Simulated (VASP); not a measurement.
# A VASP study of SrScIr2 (r2SCAN): structure first, properties next, part 3 of 5

Aim: relax SrScIr2, then compute properties on the relaxed cell. The cell is generated by rule, not measured, and may not be a known phase. Left out of this account: 1 further run (core levels: core levels are not valid at this level).

VASP 6.6.1, plane waves and PAW; the level of theory is named at each step.

Still holding for the runs below: This run has no spin polarisation. Its electron count is odd, so without a moment it is a metal by construction. The k-mesh is coarse for a metal.

So far. Step 2 (Rough relaxation of the start cell): It ends with forces that vanish by symmetry and a pressure of 0.03 GPa. Step 3 (Relaxing cell and atoms (r2SCAN)): It ends with forces that vanish by symmetry and a pressure of 0.01 GPa. The relaxed cell has a = 4.632, c = 5.256 Å (conventional setting).

## (4) Density, ELF and potential (r2SCAN)

Level of this step: r2SCAN; plane waves and PAW (Sr_sv, Sc_sv, Ir); invented cell (VASP).

A single point on the relaxed cell gives a clean self-consistent state, with density, ELF and potential written out.

The input, INCAR:

```
SYSTEM = SrScIr2
PREC = Accurate
ENCUT = 400
EDIFF = 1E-06
NELM = 100
ISMEAR = 0
SIGMA = 0.05
LREAL = .FALSE.
ALGO = Normal
METAGGA = R2SCAN
LASPH = .TRUE.
NBANDS = 25
LORBIT = 11
LWAVE = .FALSE.
LCHARG = .TRUE.
ISIF = 2
LELF = .TRUE.
LVHAR = .TRUE.
```

The input, POSCAR:

```
SrScIr2
1.0
    4.6319270953     -0.0000000003      0.0000000000
   -2.3159635533      4.0113665349      0.0000000000
    0.0000000000      0.0000000000      5.2559482474
Sr Sc Ir
1 1 2
Direct
    0.6666666700      0.3333333300      0.5000000000
    0.3333333300      0.6666666700      0.5000000000
    0.3333333300      0.6666666700      0.0000000000
    0.6666666700      0.3333333300      0.0000000000
```

The input, KPOINTS:

```
Automatic mesh
0
Gamma
6 6 4
0 0 0
```

Potentials, in the order of the species: Sr_sv, Sc_sv and Ir (PBE family, release 64).

Run with:

```bash
$ mpirun -np 2 vasp_std
```

Log:

```text
[banner, memory and clock lines left out]
running    2 mpi-ranks, on    1 nodes
 distrk:  each k-point on    2 cores,    1 groups
 distr:  one band on    1 cores,    2 groups

 POSCAR found type information on POSCAR SrScIr
 POSCAR found :  3 types and       4 ions
 [... a notice as in an earlier step ...]

 LDA part: xc-table for (None), standard interpolation
|                                                                             |
|           W    W    AA    RRRRR   N    N  II  N    N   GGGG   !!!           |
|           W    W   A  A   R    R  NN   N  II  NN   N  G    G  !!!           |
|           W    W  A    A  R    R  N N  N  II  N N  N  G       !!!           |
|           W WW W  AAAAAA  RRRRR   N  N N  II  N  N N  G  GGG   !            |
|           WW  WW  A    A  R   R   N   NN  II  N   NN  G    G                |
|           W    W  A    A  R    R  N    N  II  N    N   GGGG   !!!           |
|                                                                             |
|     The number of bands has been changed from the values supplied in        |
|     The orbitals not found in the WAVECAR file will be initialized with     |
|     random numbers, which is usually adequate. For correlated               |
|     calculations, however, you should redo the groundstate calculation.     |
|     I found NBANDS = 25. Now, NBANDS = 26.                                  |
|                                                                             |

 POSCAR, INCAR and KPOINTS ok, starting setup
 FFT: planning ... GRIDC
 FFT: planning ... GRID_SOFT
 FFT: planning ... GRID
 WAVECAR not read
 entering main loop
       N       E                     dE             d eps       ncg     rms          rms(c)
DAV:   1     0.315338949110E+03    0.31534E+03   -0.16080E+04  1092   0.122E+03
DAV:   2    -0.933763271551E+02   -0.40872E+03   -0.40094E+03  1108   0.463E+02
DAV:   3    -0.135684387606E+03   -0.42308E+02   -0.40848E+02  1876   0.134E+02
DAV:   4    -0.139452845540E+03   -0.37685E+01   -0.36710E+01  1920   0.359E+01
DAV:   5    -0.139621859207E+03   -0.16901E+00   -0.16825E+00  1720   0.576E+00    0.353E+01
DAV:   6    -0.126963784869E+03    0.12658E+02   -0.22696E+01  1814   0.361E+01    0.130E+01
DAV:   7    -0.129121706055E+03   -0.21579E+01   -0.41031E+01  1912   0.261E+01    0.213E+01
DAV:   8    -0.126196546504E+03    0.29252E+01   -0.43482E+01  1784   0.304E+01    0.796E+00
DAV:   9    -0.126323850346E+03   -0.12730E+00   -0.22749E+00  1722   0.114E+01    0.515E+00
DAV:  10    -0.126220647047E+03    0.10320E+00   -0.52253E-01  1680   0.676E+00    0.235E+00
DAV:  11    -0.126200384423E+03    0.20263E-01   -0.19727E-01  1696   0.349E+00    0.620E-01
DAV:  12    -0.126202387474E+03   -0.20031E-02   -0.15457E-02  1768   0.114E+00    0.299E-01
DAV:  13    -0.126201840507E+03    0.54697E-03   -0.48128E-03  1760   0.533E-01    0.932E-02
DAV:  14    -0.126201862828E+03   -0.22322E-04   -0.28166E-04  1572   0.131E-01    0.592E-02
DAV:  15    -0.126201871231E+03   -0.84027E-05   -0.60691E-05  2024   0.664E-02    0.197E-02
DAV:  16    -0.126201874722E+03   -0.34909E-05   -0.14276E-05  1586   0.293E-02    0.646E-03
DAV:  17    -0.126201875653E+03   -0.93113E-06   -0.12772E-06   784   0.100E-02
   1 F= -.12620188E+03 E0= -.12619839E+03  d E =-.696641E-02
```

Wall time 44 s (2 MPI ranks of Intel Xeon 6975P-C (Granite Rapids), shared host); peak memory 0.33 GiB.

Parts of OUTCAR (step 4):

```text
  LATTYP: Found a hexagonal cell.
 ALAT       =     4.6319270953
 C/A-ratio  =     1.1347217129

The static configuration has the point symmetry D_3h.

 Found     21 irreducible k-points:

   k-points           NKPTS =     21   k-points in BZ     NKDIM =     21   number of bands    NBANDS=     26

   ENCUT  =  400.0 eV  29.40 Ry    5.42 a.u.   7.55  7.55  8.57*2*pi/ulx,y,z

   NELECT =      39.0000    total number of electrons

 E-fermi :   3.8221

 k-point     1 :       0.0000    0.0000    0.0000
  band No.  band energies     occupation
    ...
     16       1.8915      2.00000
     17       1.8915      2.00000
     18       2.8175      2.00000
     19       2.8175      2.00000
     20       2.9743      2.00000
     21       5.3324      0.00000
     22       5.3324      0.00000
     23       5.4397      0.00000
     24       6.2861      0.00000
     25       6.2861      0.00000
    ...

 k-point     2 :       0.1667   -0.0000    0.0000
  band No.  band energies     occupation
    ...
     16       2.2103      2.00000
     17       2.4789      2.00000
     18       2.5567      2.00000
     19       2.9674      2.00000
     20       3.4356      2.00000
     21       4.7398      0.00000
     22       5.0560      0.00000
     23       6.0603      0.00000
     24       6.2488      0.00000
     25       6.3044      0.00000
    ...

  Total        0.0043551      0.0043551      0.0083529     -0.0000000      0.0000000      0.0000000
  in kB        0.0714509      0.0714509      0.1370392     -0.0000000      0.0000000      0.0000000
  external PRESSURE =       0.0933137 kB  Pullay stress =       0.0000000 kB

  energy-cutoff  :      400.00
  volume of cell :       97.66
      direct lattice vectors                 reciprocal lattice vectors
     4.631927095 -0.000000000  0.000000000     0.215892863  0.124645803  0.000000000
    -2.315963553  4.011366535  0.000000000     0.000000000  0.249291605  0.000000000
     0.000000000  0.000000000  5.255948247     0.000000000  0.000000000  0.190260625

 POSITION                                       TOTAL-FORCE (eV/Angst)
 -----------------------------------------------------------------------------------
      2.31596      1.33712      2.62797         0.000000     -0.000000      0.000000
     -0.00000      2.67424      2.62797        -0.000000     -0.000000      0.000000
     -0.00000      2.67424      0.00000         0.000000      0.000000      0.000000
      2.31596      1.33712      0.00000        -0.000000      0.000000      0.000000
 -----------------------------------------------------------------------------------
    total drift:                                0.000011     -0.000006     -0.000000

  FREE ENERGIE OF THE ION-ELECTRON SYSTEM (eV)
  ---------------------------------------------------
  free  energy   TOTEN  =      -126.2018756531 eV

  energy  without entropy=     -126.1949092462  energy(sigma->0) =     -126.19839245

[... 3 parts as in an earlier step ...]

[... 7 further parts left out ...]
```

Numbers from this step:

```
SCF cycles              : 17
bands                   : 26
free energy (TOTEN)     : -126.2019 eV
energy at zero smearing : -126.1984 eV
pressure                : 0.009331 GPa
```

Valence electrons inside each PAW sphere by angular momentum. Sphere charges, by row:

```
atom  s (e)  p (e)  d (e)  tot (e)
 Sr1  2.051  5.856  0.582    8.489
 Sc2  2.212  6.086   1.32    9.618
 Ir3   0.73  0.409  6.973    8.112
 Ir4  0.733  0.364  7.071    8.168
```

Electrostatic potential energy in the ac plane at fractional y = 0.333, with atoms of Sr and Ir within 0.2 Å of it. With pseudopotentials it is smooth inside the atoms' cores, unlike the true potential.

Ten even steps from '_' (-45 eV) to '@' (4 eV), each cell a mean:
```
@@@@@@@@@@@@##--______--**@@
@@@@@@@@@@@@%%**--::--++%%@@
@@@@@@@@@@@@@@%%##**##%%@@@@
@@@@@@@@@@@@@@%%%%%%%%%%@@@@
@@@@@@@@@@@@%%%%########%%@@
@@@@@@@@@@%%##**++++++**##%%
%%%%%%%%%%%%##++==--==++**%%
%%%%%%%%%%%%##++==----++**##
%%%%%%%%%%%%##**++====**##%%
@@@@@@@@@@@@%%##******##%%%%
@@@@@@@@@@@@@@%%%%##%%%%@@@@
@@@@@@@@@@@@@@%%%%##%%%%@@@@
@@@@@@@@@@@@@@##++==++##%%@@
@@@@@@@@@@@@%%==..__..==##@@
@@@@@@@@@@@@##--______::**@@
```
Columns run along a (4.6 Å; values clipped at the 3rd and 97th percentile), rows up along c (5.3 Å). Atoms in or near the plane, at fractional coordinates: Sr at (0.67, 0.50), Ir at (0.67, 0.00).

ELF in the ac plane at fractional y = 0.333, with atoms of Sr and Ir within 0.2 Å of it. It is the smooth field of the valence electrons, not physical close to the nuclei.

Values, 15 rows by 14 columns, each cell a mean:
```
0.37 0.27 0.21 0.24 0.35 0.37 0.32 0.18 0.04 0.01 0.02 0.14 0.29 0.35
0.36 0.30 0.26 0.28 0.35 0.36 0.34 0.34 0.25 0.19 0.23 0.32 0.35 0.35
0.35 0.34 0.33 0.34 0.35 0.35 0.35 0.39 0.42 0.41 0.42 0.40 0.36 0.35
0.31 0.34 0.35 0.34 0.32 0.27 0.24 0.23 0.25 0.26 0.25 0.23 0.23 0.26
0.19 0.24 0.25 0.25 0.20 0.13 0.11 0.24 0.42 0.50 0.45 0.28 0.13 0.11
0.10 0.13 0.14 0.14 0.11 0.09 0.28 0.67 0.76 0.75 0.76 0.70 0.40 0.11
0.08 0.10 0.11 0.10 0.09 0.14 0.53 0.79 0.73 0.64 0.70 0.79 0.64 0.20
0.08 0.10 0.10 0.10 0.08 0.16 0.57 0.80 0.71 0.60 0.68 0.79 0.68 0.23
0.09 0.11 0.12 0.12 0.09 0.11 0.41 0.75 0.76 0.71 0.74 0.76 0.53 0.15
0.13 0.18 0.19 0.19 0.15 0.10 0.15 0.44 0.64 0.70 0.67 0.50 0.22 0.09
0.27 0.31 0.32 0.32 0.28 0.21 0.15 0.16 0.21 0.25 0.23 0.17 0.15 0.19
0.34 0.35 0.35 0.35 0.35 0.33 0.33 0.34 0.37 0.38 0.37 0.35 0.33 0.33
0.35 0.32 0.29 0.31 0.35 0.36 0.35 0.39 0.36 0.32 0.35 0.39 0.36 0.35
0.37 0.28 0.23 0.26 0.35 0.36 0.33 0.24 0.11 0.05 0.08 0.21 0.32 0.35
0.38 0.26 0.20 0.24 0.36 0.37 0.31 0.13 0.01 0.15 0.01 0.09 0.27 0.36
```
Columns run along a (4.6 Å), rows up along c (5.3 Å). Atoms in or near the plane, at fractional coordinates: Sr at (0.67, 0.50), Ir at (0.67, 0.00).

Valence density in the ac plane at fractional y = 0.333, with atoms of Sr and Ir within 0.2 Å of it. It is the smooth field of the valence electrons, not physical close to the nuclei.

Values in e/Å³, 15 rows by 14 columns, each cell a mean:
```
0.2 0.2 0.2 0.2 0.2 0.3 0.5 1.2 1.9 2.4 2.1 1.3 0.6 0.3
0.2 0.1 0.1 0.1 0.2 0.2 0.4 0.8 1.4 1.7 1.5 0.9 0.4 0.2
0.1 0.1 0.1 0.1 0.1 0.1 0.2 0.4 0.7 0.9 0.8 0.5 0.3 0.2
0.1 0.1 0.1 0.1 0.1 0.1 0.1 0.2 0.4 0.4 0.4 0.3 0.2 0.1
0.1 0.1 0.1 0.1 0.1 0.1 0.1 0.3 0.6 0.8 0.7 0.4 0.2 0.1
0.1 0.1 0.1 0.1 0.1 0.1 0.3 0.9 1.7 2.2 1.9 1.0 0.4 0.1
0.1 0.1 0.1 0.1 0.1 0.1 0.5 1.6 2.7 3.2 2.9 1.8 0.7 0.2
0.1 0.1 0.1 0.1 0.1 0.2 0.5 1.7 2.9 3.4 3.1 2.0 0.8 0.2
0.1 0.1 0.1 0.1 0.1 0.1 0.4 1.2 2.2 2.7 2.4 1.4 0.5 0.2
0.1 0.1 0.1 0.1 0.1 0.1 0.2 0.5 1.0 1.4 1.2 0.6 0.2 0.1
0.1 0.1 0.1 0.1 0.1 0.1 0.1 0.2 0.4 0.5 0.4 0.3 0.2 0.1
0.1 0.1 0.1 0.1 0.1 0.1 0.2 0.3 0.5 0.6 0.5 0.4 0.2 0.1
0.1 0.1 0.1 0.1 0.1 0.2 0.3 0.6 1.1 1.4 1.2 0.7 0.4 0.2
0.2 0.2 0.2 0.2 0.2 0.2 0.4 1.0 1.7 2.1 1.9 1.2 0.6 0.3
0.2 0.2 0.2 0.2 0.2 0.3 0.5 1.2 2.0 2.6 2.2 1.4 0.7 0.3
```
Columns run along a (4.6 Å), rows up along c (5.3 Å). Atoms in or near the plane, at fractional coordinates: Sr at (0.67, 0.50), Ir at (0.67, 0.00).

In this run the pressure is 0.01 GPa, small enough to go on.

## (5) Band structure (r2SCAN)

Levels along the symmetry lines show where the bands peak and cross; KPOINTS_OPT computes them in the converged potential.

INCAR, as its differences from that of step 4:

```diff
@@ -11,8 +11,6 @@
 LASPH = .TRUE.
-NBANDS = 25
+NBANDS = 33
 LORBIT = 11
 LWAVE = .FALSE.
-LCHARG = .TRUE.
-ISIF = 2
-LELF = .TRUE.
-LVHAR = .TRUE.
+LCHARG = .FALSE.
+KPAR = 2
```

POSCAR is that of step 4.

KPOINTS is that of step 4.

The input, KPOINTS_OPT:

```
Line mode
16
Line-mode
Reciprocal
  0.00000000   0.00000000   0.00000000 GAMMA
  0.50000000   0.00000000   0.00000000 M

  0.50000000   0.00000000   0.00000000 M
  0.33333333   0.33333333   0.00000000 K

  0.33333333   0.33333333   0.00000000 K
  0.00000000   0.00000000   0.00000000 GAMMA

  0.00000000   0.00000000   0.00000000 GAMMA
  0.00000000   0.00000000   0.50000000 A

  0.00000000   0.00000000   0.50000000 A
  0.50000000   0.00000000   0.50000000 L

  0.50000000   0.00000000   0.50000000 L
  0.33333333   0.33333333   0.50000000 H

  0.33333333   0.33333333   0.50000000 H
  0.00000000   0.00000000   0.50000000 A

  0.50000000   0.00000000   0.50000000 L
  0.50000000   0.00000000   0.00000000 M

  0.33333333   0.33333333   0.00000000 K
  0.33333333   0.33333333   0.50000000 H
```

Run with:

```bash
$ mpirun -np 2 vasp_std
```

Log:

```text
[... set-up lines as in an earlier step ...]
 entering main loop
       N       E                     dE             d eps       ncg     rms          rms(c)
DAV:   1     0.285608723429E+03    0.28561E+03   -0.15563E+04  1394   0.958E+02
DAV:   2    -0.108544247323E+03   -0.39415E+03   -0.37604E+03  1386   0.363E+02
DAV:   3    -0.137308566673E+03   -0.28764E+02   -0.27020E+02  2212   0.967E+01
DAV:   4    -0.139571146317E+03   -0.22626E+01   -0.21558E+01  2356   0.211E+01
DAV:   5    -0.139630952221E+03   -0.59806E-01   -0.59737E-01  1956   0.263E+00    0.352E+01
DAV:   6    -0.126946667814E+03    0.12684E+02   -0.17649E+01  2296   0.284E+01    0.134E+01
DAV:   7    -0.129116291783E+03   -0.21696E+01   -0.33756E+01  2145   0.204E+01    0.210E+01
DAV:   8    -0.126229189098E+03    0.28871E+01   -0.39170E+01  2105   0.239E+01    0.781E+00
DAV:   9    -0.126311293439E+03   -0.82104E-01   -0.15808E+00  1811   0.849E+00    0.471E+00
DAV:  10    -0.126216886570E+03    0.94407E-01   -0.33286E-01  1954   0.529E+00    0.211E+00
DAV:  11    -0.126199839500E+03    0.17047E-01   -0.10410E-01  1939   0.258E+00    0.559E-01
DAV:  12    -0.126201717498E+03   -0.18780E-02   -0.13890E-02  2045   0.944E-01    0.220E-01
DAV:  13    -0.126201805627E+03   -0.88129E-04   -0.14002E-03  2019   0.285E-01    0.850E-02
DAV:  14    -0.126201853725E+03   -0.48097E-04   -0.19388E-04  1975   0.839E-02    0.324E-02
DAV:  15    -0.126201867636E+03   -0.13912E-04   -0.18567E-05  2241   0.257E-02    0.178E-02
DAV:  16    -0.126201875319E+03   -0.76823E-05   -0.98264E-06  1691   0.162E-02    0.544E-03
DAV:  17    -0.126201875611E+03   -0.29234E-06   -0.79783E-07   897   0.732E-03
   1 F= -.12620188E+03 E0= -.12619839E+03  d E =-.696773E-02
 Start KPOINTS_OPT (optional k-point list driver)
k-point batch [1-21\144]
       N       E                     dE             ncg
DAV:   1     0.100045383061E+04   -0.10261E+05     1394
DAV:   2    -0.734188077604E+04   -0.83423E+04     1388
DAV:   3    -0.790055679973E+04   -0.55868E+03     2010
DAV:   4    -0.793976204283E+04   -0.39205E+02     2492
DAV:   5    -0.794066063012E+04   -0.89859E+00     1801
DAV:   6    -0.794069009570E+04   -0.29466E-01     2100
DAV:   7    -0.794069081583E+04   -0.72013E-03     2108
DAV:   8    -0.794069084393E+04   -0.28098E-04     2266
DAV:   9    -0.794069084482E+04   -0.88834E-06     1364
[...]
k-point batch [127-144\144]
       N       E                     dE             ncg
DAV:   1     0.349732474485E+04   -0.17294E+05     1196
DAV:   2    -0.354654512510E+04   -0.70439E+04     1189
DAV:   3    -0.399368824888E+04   -0.44714E+03     1737
DAV:   4    -0.402145265249E+04   -0.27764E+02     2040
DAV:   5    -0.402203472734E+04   -0.58207E+00     1598
DAV:   6    -0.402205179185E+04   -0.17065E-01     1832
DAV:   7    -0.402205241196E+04   -0.62012E-03     1768
DAV:   8    -0.402205244211E+04   -0.30152E-04     1904
DAV:   9    -0.402205244294E+04   -0.82347E-06     1088
```

Elapsed: 3.2 min, on 2 MPI ranks; peak memory 0.41 GiB; 6.3 min of CPU time.

Parts of OUTCAR (step 5):

```text
   k-points           NKPTS =     21   k-points in BZ     NKDIM =     21   number of bands    NBANDS=     33

   NELECT =      39.0000    total number of electrons

 E-fermi :   3.8221

 k-point     1 :       0.0000    0.0000    0.0000
  band No.  band energies     occupation
    ...
     16       1.8915      2.00000
     17       1.8915      2.00000
     18       2.8175      2.00000
     19       2.8175      2.00000
     20       2.9742      2.00000
     21       5.3323      0.00000
     22       5.3324      0.00000
     23       5.4397      0.00000
     24       6.2860      0.00000
     25       6.2860      0.00000
    ...

  Total        0.0037903      0.0037903      0.0078508     -0.0000000      0.0000000      0.0000000
  in kB        0.0621842      0.0621842      0.1288013     -0.0000000      0.0000000      0.0000000
  external PRESSURE =       0.0843899 kB  Pullay stress =       0.0000000 kB

 POSITION                                       TOTAL-FORCE (eV/Angst)
 -----------------------------------------------------------------------------------
      2.31596      1.33712      2.62797         0.000000     -0.000000      0.000000
     -0.00000      2.67424      2.62797        -0.000000     -0.000000      0.000000
     -0.00000      2.67424      0.00000         0.000000     -0.000000      0.000000
      2.31596      1.33712      0.00000         0.000000      0.000000      0.000000
 -----------------------------------------------------------------------------------
    total drift:                                0.000011     -0.000006     -0.000000

  FREE ENERGIE OF THE ION-ELECTRON SYSTEM (eV)
  ---------------------------------------------------
  free  energy   TOTEN  =      -126.2018756110 eV

  energy  without entropy=     -126.1949078790  energy(sigma->0) =     -126.19839175

[... 7 parts as in an earlier step ...]

[... 9 further parts left out ...]
```

Spin-orbit coupling is off here; with elements this heavy it splits and shifts levels by tenths of an eV or more.

Numbers from this step:

- bands: 33
- pressure: 0.008439 GPa

Electronic bands along the path, in eV, zero at the Fermi level; # counts the bands kept, so #1 is VASP's band 9:

```
          point     #9    #10    #11    #12   #13   #14   #15   #16
              Γ  -1.93  -1.00  -1.00  -0.85  1.51  1.51  1.62  2.46
0.47 of the way  -1.53  -0.89  -0.74   0.00  0.57  1.07  2.40  2.47
              M  -1.63  -0.46   0.03   0.34  0.68  1.11  1.80  2.32
0.47 of the way  -1.40  -0.35  -0.14   0.23  0.93  1.29  1.75  2.06
              K  -1.19  -0.25   0.06   0.17  1.07  1.10  1.47  1.72
0.53 of the way  -1.43  -0.74  -0.65   0.24  0.31  1.12  2.34  2.52
              Γ  -1.93  -1.00  -1.00  -0.85  1.51  1.51  1.62  2.46
0.53 of the way  -1.49  -1.33  -0.86  -0.86  1.09  1.42  1.42  1.58
              A  -1.90  -0.73  -0.73  -0.21  0.40  0.85  0.85  1.53
0.53 of the way  -0.93  -0.43  -0.33  -0.16  0.29  0.62  0.90  0.96
              L  -0.51  -0.41  -0.23  -0.17  0.36  0.60  1.14  1.30
0.47 of the way  -0.77  -0.43  -0.23  -0.08  0.23  0.85  1.19  1.37
              H  -1.02  -0.47  -0.15   0.02  0.02  1.02  1.26  1.46
0.47 of the way  -0.82  -0.35  -0.32  -0.13  0.14  0.51  0.98  1.06
              A  -1.90  -0.73  -0.73  -0.21  0.40  0.85  0.85  1.53
      jump to L  -0.51  -0.41  -0.23  -0.17  0.36  0.60  1.14  1.30
0.53 of the way  -1.53  -0.34  -0.18   0.33  0.62  0.91  1.13  1.67
              M  -1.63  -0.46   0.03   0.34  0.68  1.11  1.80  2.32
      jump to K  -1.19  -0.25   0.06   0.17  1.07  1.10  1.47  1.72
0.53 of the way  -1.27  -0.15  -0.09  -0.05  0.11  1.06  1.46  1.61
              H  -1.02  -0.47  -0.15   0.02  0.02  1.02  1.26  1.46
```

Of the projections kept (Sr, Sc, Ir), the largest for each band there; the rest of the weight can lie on other orbitals:

```
point       #9      #10      #11      #12      #13      #14      #15      #16
    Γ  Ir 0.97  Ir 0.92  Ir 0.92  Sc 0.63  Sc 0.88  Sc 0.88  Ir 0.58  Sc 0.74
    M  Ir 0.78  Ir 0.93  Sc 0.60  Ir 0.96  Sc 0.77  Ir 0.50  Ir 0.59  Sc 0.70
    K  Sc 0.57  Ir 0.94  Ir 0.96  Ir 0.95  Sc 0.44  Sc 0.91  Ir 1.00  Sc 0.67
    Γ  Ir 0.97  Ir 0.92  Ir 0.92  Sc 0.63  Sc 0.88  Sc 0.88  Ir 0.58  Sc 0.74
    A  Ir 0.99  Ir 0.95  Ir 0.95  Ir 0.92  Sc 0.71  Sc 0.74  Sc 0.74  Sc 0.87
    L  Sc 0.69  Ir 0.89  Sc 0.64  Ir 0.99  Ir 0.99  Sc 0.83  Ir 0.53  Sc 0.82
```

There is no gap at this level.

(Continued in part 4 of 5.)

[Lines on the potential files, build, host, timing and source positions are cut from VASP's logs without a mark.]

[Logs are printed without paths, hosts, clocks, repeated set-up lines and the standing remarks that a program may print on its own settings, such as how far it seeks lower states.]

[Hosts, paths, dates, database ids (printed as entryN), source tags and the programs' standing remarks are cut or masked in the printed files.]

[A measured line is paired with the nearest computed mode of its activity, which favours agreement.]
